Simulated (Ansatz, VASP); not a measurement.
**PtC in two plane-wave programs**

One calculation is typed for both programs; each brings its own data sets. How far apart do they land? The cell is generated by rule, not measured, and may not be a known phase. The cell is taken from a series of runs on this material, whose earlier steps may have relaxed, scaled, displaced or heated it; both programs get it as it stands.

Calculated with Ansatz 0.2.0; plane waves, with VASP 6.6.1 beside it; single point at LDA.

The structure was built from a prototype and need not be the compound's stable phase.

## (1) The structure

It takes space group P3 (No. 143, trigonal). Conventional cell: a = 5.471 Å, b = 5.471 Å, c = 5.778 Å, α = 90.00°, β = 90.00°, γ = 120.00°. Nearest to Pt lie 4 C at 2.00 to 2.09 Å. Nearest to Pt lie 4 C at 2.01 to 2.03 Å. Nearest to Pt lie 4 C at 2.00 to 2.06 Å. Nearest to Pt lie 4 C at 1.99 to 2.15 Å. C has 4 Pt at 1.99 to 2.09 Å nearest. Nearest to C lie 4 Pt at 2.01 to 2.03 Å. Farther neighbours are not listed.

As a file:

```
Pt C
1.0
     4.73804    2.73551    0.00000
     0.00000    5.47102    0.00000
     0.00000    0.00000    5.77772
Pt C
6 6
Direct
  0.00516 0.31475 0.00739
  0.34676 0.67183 0.00739
  0.64809 0.01342 0.00739
  0.33333 0.00000 0.48740
  0.66667 0.33333 0.50043
  0.00000 0.66667 0.53433
  0.99534 0.35013 0.36761
  0.32120 0.66200 0.36761
  0.68346 0.98787 0.36761
  0.33333 0.00000 0.83936
  0.66667 0.33333 0.85778
  0.00000 0.66667 0.90569
```

## (2) VASP: single point, LDA, pair 1

With cell and atoms fixed, the geometry can't cause a difference; cores, projectors, grids and the points listed under the comparison can.

Lines of VASP's logs that name or quote its potential files are left out, and so is its time.

INCAR

```
SYSTEM = PtC
PREC = Accurate
ENCUT = 600
EDIFF = 1E-06
NELM = 120
ISMEAR = 1
SIGMA = 0.15
LREAL = .FALSE.
ALGO = Normal
GGA = PW92
NBANDS = 54
LASPH = .TRUE.
LORBIT = 11
LWAVE = .FALSE.
LCHARG = .FALSE.
ISIF = 2
GGA_COMPAT = .FALSE.
KPAR = 2
```

POSCAR

```
PtC
1.0
    4.7380418755      2.7355097523      0.0000000000
    0.0000000000      5.4710195045      0.0000000000
    0.0000000000      0.0000000000      5.7777226655
Pt C
6 6
Direct
    0.0051589446      0.3147519881      0.0073870572
    0.3467550258      0.6718269042      0.0073871337
    0.6480850558      0.0134207333      0.0073873327
    0.3333333760      0.0000000088      0.4874011490
    0.6666666369      0.3333332918      0.5004326053
    0.9999999871      0.6666666994      0.5343270443
    0.9953377589      0.3501254411      0.3676128112
    0.3212040766      0.6620033734      0.3676128205
    0.6834590445      0.9878715238      0.3676128447
    0.3333331430      0.0000001222      0.8393642251
    0.6666666595      0.3333334349      0.8577831148
    0.0000001975      0.6666664429      0.9056901117
```

KPOINTS

```
Automatic mesh
0
Gamma
9 9 6
0 0 0
```

The projector-augmented-wave data sets are Pt and C (LDA family, release 64).

On the command line:

```console
$ mpirun -np 2 vasp_std
```

Numbers of over 12 decimals in the logs are rounded to 6 here.

Log:

```text
[banner, memory and clock lines left out]
running    2 mpi-ranks, on    1 nodes
 distrk:  each k-point on    1 cores,    2 groups
 distr:  one band on    1 cores,    1 groups

 POSCAR found type information on POSCAR PtC
 POSCAR found :  2 types and      12 ions
|                                                                             |
|               ----> ADVICE to this user running VASP <----                  |
|                                                                             |
|     You enforced a specific xc type in the INCAR file but a different       |
|     [... a line on the potential file left out ...]
|     I HOPE YOU KNOW WHAT YOU ARE DOING!                                     |
|                                                                             |

 LDA part: xc-table for (Slater(with rela. corr.)+PW92), standard interpolation
 POSCAR, INCAR and KPOINTS ok, starting setup
 FFT: planning ... GRIDC
 FFT: planning ... GRID_SOFT
 FFT: planning ... GRID
 WAVECAR not read
 entering main loop
       N       E                     dE             d eps       ncg     rms          rms(c)
DAV:   1     0.532063254258E+03    0.53206E+03   -0.46294E+04  9504   0.167E+03
DAV:   2    -0.706029342905E+02   -0.60267E+03   -0.57315E+03 10680   0.342E+02
DAV:   3    -0.106858789554E+03   -0.36256E+02   -0.35033E+02 11078   0.773E+01
DAV:   4    -0.107889203710E+03   -0.10304E+01   -0.10219E+01 11322   0.135E+01
DAV:   5    -0.107912618128E+03   -0.23414E-01   -0.23401E-01 11486   0.196E+00    0.566E+01
DAV:   6    -0.959384352352E+02    0.11974E+02   -0.72511E+01 11188   0.439E+01    0.217E+01
DAV:   7    -0.944645701857E+02    0.14739E+01   -0.11060E+01  9802   0.190E+01    0.141E+01
DAV:   8    -0.943485567857E+02    0.11601E+00   -0.14970E+00  9966   0.588E+00    0.397E+00
DAV:   9    -0.942513352838E+02    0.97222E-01   -0.30202E-01 10012   0.407E+00    0.139E+00
DAV:  10    -0.942385439349E+02    0.12791E-01   -0.73898E-02 10236   0.159E+00    0.476E-01
DAV:  11    -0.942387705814E+02   -0.22665E-03   -0.58292E-03 11084   0.354E-01    0.233E-01
DAV:  12    -0.942387823872E+02   -0.11806E-04   -0.46812E-04 11012   0.132E-01    0.123E-01
DAV:  13    -0.942387519526E+02    0.30435E-04   -0.17248E-04 10584   0.884E-02    0.368E-02
DAV:  14    -0.942387478502E+02    0.41024E-05   -0.17154E-05 10634   0.287E-02    0.170E-02
DAV:  15    -0.942387460417E+02    0.18085E-05   -0.41742E-06  9236   0.901E-03    0.725E-03
DAV:  16    -0.942387456328E+02    0.40889E-06   -0.12117E-06  5370   0.494E-03
   1 F= -.94238746E+02 E0= -.94238178E+02  d E =-.170408E-02
```

OUTCAR, selected parts (step 2):

```text
ion  position               nearest neighbor table
   1  0.005  0.315  0.007-  12 2.00  11 2.00  10 2.01   7 2.09   2 3.05   3 3.05   2 3.12   3 3.12
                             4 3.28   3 3.31   2 3.31   6 3.34   5 3.37   5 3.44   4 3.48
   2  0.347  0.672  0.007-  12 2.00  11 2.00  10 2.01   8 2.09   3 3.05   1 3.05   1 3.12   3 3.12
                             4 3.28   3 3.31   1 3.31   6 3.34   5 3.37   5 3.44   4 3.48
   3  0.648  0.013  0.007-  12 2.00  11 2.00  10 2.01   9 2.09   2 3.05   1 3.05   1 3.12   2 3.12
                             4 3.28   1 3.31   2 3.31   6 3.34   5 3.37   5 3.44   4 3.48
   4  0.333  0.000  0.487-   7 2.01   8 2.01   9 2.01  10 2.03   5 3.16   5 3.16   5 3.16   6 3.17
                             6 3.17   6 3.17   3 3.28   2 3.28   1 3.28   2 3.48   3 3.48   1 3.48
   5  0.667  0.333  0.500-   9 2.00   8 2.00   7 2.00  11 2.06   4 3.16   4 3.16   4 3.16   6 3.16
                             6 3.16   6 3.16   1 3.37   2 3.37   3 3.37   1 3.44   2 3.44   3 3.44
   6  1.000  0.667  0.534-   7 1.99   8 1.99   9 1.99  12 2.15   5 3.16   5 3.16   5 3.16   4 3.17
                             4 3.17   4 3.17   3 3.34   1 3.34   2 3.34
   7  0.995  0.350  0.368-   6 1.99   5 2.00   4 2.01   1 2.09
   8  0.321  0.662  0.368-   6 1.99   5 2.00   4 2.01   2 2.09
   9  0.683  0.988  0.368-   6 1.99   5 2.00   4 2.01   3 2.09
  10  0.333  0.000  0.839-   2 2.01   3 2.01   1 2.01   4 2.03
  11  0.667  0.333  0.858-   1 2.00   2 2.00   3 2.00   5 2.06
  12  0.000  0.667  0.906-   3 2.00   1 2.00   2 2.00   6 2.15

  LATTYP: Found a hexagonal cell.
 ALAT       =     5.4710195045
 C/A-ratio  =     1.0560595993

 Subroutine GETGRP returns: Found  3 space group operations
 (whereof  1 operations were pure point group operations)

The static configuration has the point symmetry C_1 .
 The point group associated with its full space group is C_3 .

 Found     88 irreducible k-points:

   k-points           NKPTS =     88   k-points in BZ     NKDIM =     88   number of bands    NBANDS=     54

   dimension x,y,z NGX =    48 NGY =   48 NGZ =   48
   dimension x,y,z NGXF=    96 NGYF=   96 NGZF=   96

   ENCUT  =  600.0 eV  44.10 Ry    6.64 a.u.  10.93 10.93 11.54*2*pi/ulx,y,z

   NELECT =      84.0000    total number of electrons

 k-points in reciprocal lattice and weights: Automatic mesh
   0.00000000  0.00000000  0.00000000       0.002
   0.11111111  0.00000000  0.00000000       0.012
   0.22222222  0.00000000  0.00000000       0.012
   0.33333333  0.00000000  0.00000000       0.012
   0.44444444  0.00000000  0.00000000       0.012
   0.22222222  0.11111111  0.00000000       0.012
   0.33333333  0.11111111  0.00000000       0.012
   0.22222222 -0.11111111  0.00000000       0.012
   0.44444444  0.11111111  0.00000000       0.012
[...]
0.33333333 -0.22222222  0.50000000       0.012
  -0.33333333  0.33333333  0.50000000       0.004

 average (electrostatic) potential at core
       1 -66.5589       2 -66.5589       3 -66.5589       4 -66.6957       5 -66.6465
       6 -66.4731       7 -51.5157       8 -51.5157       9 -51.5158      10 -51.5042
      11 -51.5284      12 -51.4549

 E-fermi :   9.0418

 k-point     1 :       0.0000    0.0000    0.0000
  band No.  band energies     occupation
    ...
     38       7.2305      2.00000
     39       7.2305      2.00000
     40       9.0345      1.08180
     41       9.0345      1.08162
     42       9.0636      0.75707
     43       9.3704     -0.00822
     44       9.7738     -0.00000
     45       9.8657     -0.00000
     46       9.8657     -0.00000
     47      10.1223     -0.00000
    ...

 k-point     2 :       0.1111    0.0000    0.0000
  band No.  band energies     occupation
    ...
     39       7.1667      2.00000
     40       8.6672      2.00235
     41       8.6810      2.00350
     42       8.9256      1.96664
     43       9.0234      1.20525
     44       9.5052     -0.00011
     45       9.7309     -0.00000
     46       9.8988     -0.00000
     47      10.4177     -0.00000
     48      10.8672     -0.00000
    ...

 k-point     3 :       0.2222    0.0000    0.0000
  band No.  band energies     occupation
    ...
     39       7.3128      2.00000
     40       7.8515      2.00000
     41       8.1051      2.00000
     42       8.3880      2.00000
     43       8.4482      2.00000
     44       9.5711     -0.00001
     45       9.9270     -0.00000
     46      10.2696     -0.00000
     47      10.9389     -0.00000
     48      11.2596     -0.00000
    ...

  Total       -0.4735365     -0.4735365     -1.3116791     -0.0000002      0.0000000      0.0000000
  in kB       -5.0657081     -5.0657081    -14.0318311     -0.0000024      0.0000000      0.0000000
  external PRESSURE =      -8.0544158 kB  Pullay stress =       0.0000000 kB

  energy-cutoff  :      600.00
  volume of cell :      149.77
      direct lattice vectors                 reciprocal lattice vectors
     4.738041876  2.735509752  0.000000000     0.211057653  0.000000000  0.000000000
     0.000000000  5.471019505  0.000000000    -0.105528827  0.182781290  0.000000000
     0.000000000  0.000000000  5.777722665     0.000000000  0.000000000  0.173078574

 POSITION                                       TOTAL-FORCE (eV/Angst)
 -----------------------------------------------------------------------------------
      0.02444      1.73613      0.04268         0.080624      0.212661      0.298643
      1.64294      4.62413      0.04268        -0.224482     -0.036508      0.298643
      3.07065      1.84627      0.04268         0.143858     -0.176153      0.298643
      1.57935      0.91184      2.81607        -0.000000     -0.000000     -0.209309
      3.15869      3.64735      2.89136        -0.000000     -0.000000     -0.140247
      4.73804      6.38286      3.08719        -0.000000     -0.000000     -0.145230
      4.71595      4.63830      2.12396         0.045317     -0.022602     -0.005303
      1.52188      4.50049      2.12396        -0.003084      0.050546     -0.005303
      3.23826      7.27427      2.12397        -0.042232     -0.027944     -0.005303
      1.57935      0.91184      4.84961        -0.000000     -0.000000     -0.037768
      3.15869      3.64735      4.95603        -0.000000     -0.000000     -0.133069
      0.00000      3.64735      5.23283        -0.000000     -0.000000     -0.214398
 -----------------------------------------------------------------------------------
    total drift:                               -0.009566      0.005024      0.000970

  FREE ENERGIE OF THE ION-ELECTRON SYSTEM (eV)
  ---------------------------------------------------
  free  energy   TOTEN  =       -94.2387456328 eV

  energy  without entropy=      -94.2370415502  energy(sigma->0) =      -94.23817761

 total charge
# of ion       s       p       d       tot
------------------------------------------
    1        0.802   0.794   8.090   9.686
    2        0.802   0.794   8.090   9.686
    3        0.802   0.794   8.090   9.686
    4        0.818   0.789   8.092   9.699
    5        0.817   0.781   8.096   9.693
    6        0.790   0.765   8.108   9.663
    7        0.877   1.425   0.000   2.302
    8        0.877   1.425   0.000   2.302
    9        0.877   1.425   0.000   2.302
   10        0.876   1.431   0.000   2.308
   11        0.876   1.430   0.000   2.306
   12        0.873   1.415   0.000   2.288
--------------------------------------------------
tot         10.087  13.268  48.564  71.919

[... 3 further parts left out ...]
```

The run ends at a pressure of -0.81 GPa, with forces up to 0.38 eV/Å.

## (3) Ansatz: single point, LDA, pair 1

Ansatz runs on its default PAW (the set named soft_2) files.

The same cell, functional (in two slightly different forms), mesh and smearing now go to Ansatz, which takes its cutoff from its data sets.

input.yaml

```yaml
crystal:
  lattice:
    - [4.7380418755, 2.7355097523, 0.0]
    - [0.0, 5.4710195045, 0.0]
    - [0.0, 0.0, 5.7777226655]
  atoms:
    - { symbol: Pt, position: [0.0051589446, 0.3147519881, 0.0073870572] }
    - { symbol: Pt, position: [0.3467550258, 0.6718269042, 0.0073871337] }
    - { symbol: Pt, position: [0.6480850558, 1.0134207333, 0.0073873327] }
    - { symbol: Pt, position: [0.333333376, 1.0000000088, 0.487401149] }
    - { symbol: Pt, position: [0.6666666369, 0.3333332918, 0.5004326053] }
    - { symbol: Pt, position: [0.9999999871, 0.6666666994, 0.5343270443] }
    - { symbol: C, position: [-0.0046622411, 0.3501254411, 0.3676128112] }
    - { symbol: C, position: [0.3212040766, 0.6620033734, 0.3676128205] }
    - { symbol: C, position: [0.6834590445, 0.9878715238, 0.3676128447] }
    - { symbol: C, position: [0.333333143, 1.0000001222, 0.8393642251] }
    - { symbol: C, position: [0.6666666595, 0.3333334349, 0.8577831148] }
    - { symbol: C, position: [1.0000001975, 0.6666664429, 0.9056901117] }
kpoints:
  mp_grid: { grid: [9, 9, 6] }
hamiltonian:
  xc: lda
scf:
  occupations: { method: methfessel_paxton, width: 0.15 }
output:
  forces: true
  stress: true
  eigenvalues: true
```

On the command line:

```console
$ ansatz run input.yaml --threads 4 --pin off --max-ram 7168MiB --backend cpu --events-out ev --progress --plain --runs-dir out
```

Log:

```text
Warning: the atoms were moved onto the symmetric positions of the space group found under crystal.symmetry.tolerance 1.0e-5 (fractional; no operation is sought that the atoms, as they stand in a round, miss by more than twice it, and no atom is moved by as much as it), and the run uses the moved positions. Before a round's move an operation carried an atom to 9.97e-6 Å from where it should land, the largest such dist [...]
Engine: ansatz 0.2.0, x86_64-unknown-linux-gnu
Pseudopotentials: kind: paw
Pseudopotential: Pt, paw, valence charge 18, recommended cutoff 420 eV (normal), Pt.paw.azcp
Pseudopotential: C, paw, valence charge 4, recommended cutoff 420 eV (normal), C.paw.azcp
Functional definition: SPW92
  exchange = slater_x
  correlation = pw_c
Crystal: 12 atoms, lattice volume = 149.770 Å³
Basis set: ecut = 420 eV, 2893 PW (Γ)
Bands: 80, of which v1, the nominal top of the filled ones, is band 66 counted from 1 (65 counted from 0)
Symmetry: 3 space group operations
Space group: P3 (ITA 143), of the structure as read, at distance tolerance 5.3e-5 Å
k-points: 88 of 486 (time reversal used)
Non-local potential: Pt, projectors of the file, l = 0: 3, l = 1: 2, l = 2: 2, l = 3: 1
Non-local potential: C, projectors of the file, l = 0: 2, l = 1: 2, l = 2: 1
PAW form: soft (Blöchl's): semilocal exchange-correlation on the pseudo side does not see the compensation charge
PAW frozen core: Pt, regenerated for the run's functional, and the local potential with it (the file was generated under x = pbe(κ = 0.804, μ = 0.219515), c = pbe(β = 0.066725))
PAW frozen core: C, regenerated for the run's functional, and the local potential with it (the file was generated under x = pbe(κ = 0.804, μ = 0.219515), c = pbe(β = 0.066725))
PAW one-centre angular grid: Pt, 590 points (default); XC on 64 Gauss nodes
PAW one-centre angular grid: C, 110 points (default); XC on 64 Gauss nodes
Initial density: superposition of atomic densities (neutral atoms: chi_scale 0, normalization atom), corrected by the library's trained network
Initial wavefunctions: pseudopotential atomic-orbital guess
Functional: x = slater, c = lda
SCF iter   1: F=—  HF=-74916.501306 eV  |F-HF|=—  |Δ(HF+E_count)|=         —  Δρ=1.11e-2  dr2=1.31e-1  ethr=1.77e-3  ⟨swp⟩=5.5  Hψ=24873  notcnv=0
preconditioner: auto → Kerker (q_TF=auto, 2.671 Å⁻¹)  [metal: Δε(μ)=0.017 eV  Ē_g=8.608 eV  σ=0.150 eV  W_gap=0.09  n_scr=58 (ndim 8)  ℏωp=27.8 eV  f_vac=0.000  D(μ)=4.70/eV (n_scr^D=28)]
SCF iter   2: F=—  HF=-74916.469038 eV  |F-HF|=—  |Δ(HF+E_count)|=   3.23e-2  S|Δr|=    0.00e0  Δρ=5.67e-3  dr2=3.51e-2  ethr=9.94e-5  ⟨swp⟩=1.1  Hψ=8396  notcnv=0
SCF iter   3: F=—  HF=-74916.457861 eV  |F-HF|=—  |Δ(HF+E_count)|=   1.12e-2  S|Δr|=    0.00e0  Δρ=9.26e-4  dr2=1.65e-3  ethr=2.66e-5  ⟨swp⟩=2.0  Hψ=9769  notcnv=0
SCF iter   4: F=—  HF=-74916.457462 eV  |F-HF|=—  |Δ(HF+E_count)|=   3.99e-4  S|Δr|=    0.00e0  Δρ=2.28e-4  dr2=1.05e-4  ethr=1.25e-6  ⟨swp⟩=2.0  Hψ=9858  notcnv=0
SCF iter   5: F=—  HF=-74916.457453 eV  |F-HF|=—  |Δ(HF+E_count)|=   9.11e-6  S|Δr|=    0.00e0  Δρ=5.40e-5  dr2=5.17e-6  ethr=7.92e-8  ⟨swp⟩=2.1  Hψ=10133  notcnv=0
SCF iter   6: F=—  HF=-74916.457451 eV  |F-HF|=—  |Δ(HF+E_count)|=   2.48e-6  S|Δr|=    0.00e0  Δρ=1.47e-5  dr2=4.56e-7  ethr=3.92e-9  ⟨swp⟩=2.3  Hψ=10203  notcnv=0
SCF iter   7: F=-74916.457451 eV  HF=-74916.457451 eV  |F-HF|=2.15e-8  |Δ(HF+E_count)|=   5.58e-8  S|Δr|=    0.00e0  Δρ=4.00e-6  dr2=4.23e-8  ethr=7.58e-11  ⟨swp⟩=8.6  Hψ=25991  notcnv=0
SCF 1 converged in 7 iterations: F = -74916.457451 eV  dr2 = 4.23e-8
  greatest PAW one-centre occupation: 1.000 electrons in one spin orbital (limit 2), on the Pt atom at site 3 (counted from 0), in its partial waves of l = 0
SCF converged after 7 iterations
Stability not checked: this state was not tested for a lower state beside it, because cold or Methfessel-Paxton smearing, or corrected tetrahedra, fill the levels in a way that the test cannot read (fill_not_monotonic; see scf.lower_state_search)
Free energy (F): -74916.457451 eV
Harris-Foulkes:  -74916.457451 eV  (|F-HF|=2.15e-8)
Internal energy: -74916.456011 eV  (E = F + TS)
E sigma→0 (E₀):  -74916.457091 eV
Entropy (-TS):   -0.001440 eV (-0.120 meV/atom)
Fermi energy:    16.954508 eV
--- Per-component energies (eV) ---
  E_band       = -1413.188268
  E_kinetic    = 4343.282514
  E_local      = -12080.382058  (includes V_loc(G=0)·N_el)
  E_nonlocal   = 1401.506901
  E_hartree    = 4450.893381
  E_xc         = -1845.132037
  E_vxc        = -2167.670880  (∫ρ·V_xc dr)
  E_paw        = -55611.398687  (= ΣΔE_a)
  E_vpaw       = -1811.713764  (= ΣTr[D̂ρ^β])
  E_aug_tail   = 0.001134  (compensation charges beyond the density's cutoff)
  E_ewald      = -15578.387372
  E_core_change = 3.160212  (= ΣΔE_core)
  E_smearing   = -0.001440  (= −TS)
  E_closure    = 0.000000  (closes the sum)
  Σ components = -74916.457451   (vs F -74916.457451, Δ=0.00e0)
--- Forces (eV/Å), atoms counted from 1 ---
  atom   1  Pt     0.07684655     0.21776634     0.26008285
  atom   2  Pt    -0.22701446    -0.04233210     0.26008285
  atom   3  Pt     0.15016791    -0.17543424     0.26008285
  atom   4  Pt    -0.00000000    -0.00000000    -0.22575031
  atom   5  Pt     0.00000000    -0.00000000    -0.17180819
  atom   6  Pt     0.00000000    -0.00000000    -0.20331859
  atom   7  C      0.04681639    -0.02886721     0.03261646
  atom   8  C      0.00159154     0.05497779     0.03261646
  atom   9  C     -0.04840793    -0.02611058     0.03261646
  atom  10  C     -0.00000000     0.00000000     0.00668147
  atom  11  C     -0.00000000     0.00000000    -0.09125698
  atom  12  C      0.00000000     0.00000000    -0.19273456
  max |Σ_I F_I| component: 8.92e-5 eV/Å
--- Stress (GPa, compression-positive) ---
       -1.392262       0.000000       0.000000
       -0.000000      -1.392262       0.000000
        0.000000       0.000000      -2.133019
  P = ⅓ Tr σ = -1.6392 GPa (-16.392 kbar)
--- Band table (eV; the first three rows and the last of 88) ---
  k-point 0: bands = [... 62 lower, 15.1419, 16.9542, 16.9542, 16.9829, 17.2975, 17.6844, 17.7819, 17.7819, ... 10 higher]
  k-point 1: bands = [... 62 lower, 15.3743, 16.5804, 16.5937, 16.6808, 16.7140, 17.7628, 17.7990, 18.1137, ... 10 higher]
  k-point 2: bands = [... 62 lower, 15.8126, 15.9620, 16.1539, 16.1650, 16.2778, 17.3636, 17.3900, 18.2922, ... 10 higher]
  k-point 87: bands = [... 62 lower, 14.9829, 16.4780, 16.5963, 17.0703, 18.1090, 18.1313, 18.2085, 18.2110, ... 10 higher]
```

The column dr2 measures how far the density is from self-consistency, as an energy; F and HF (Harris–Foulkes) agree once it is small.

The run ends at a pressure of -1.64 GPa, with forces up to 0.35 eV/Å.

(Continued in part 2 of 2.)

[Lines on the potential files, build, host, timing and source positions are cut from VASP's logs without a mark.]

[Logs are printed without paths, hosts, clocks, repeated set-up lines and the standing remarks that a program may print on its own settings, such as how far it seeks lower states.]

[Hosts, paths, dates, database ids (printed as entryN), source tags and the programs' standing remarks are cut or masked in the printed files.]
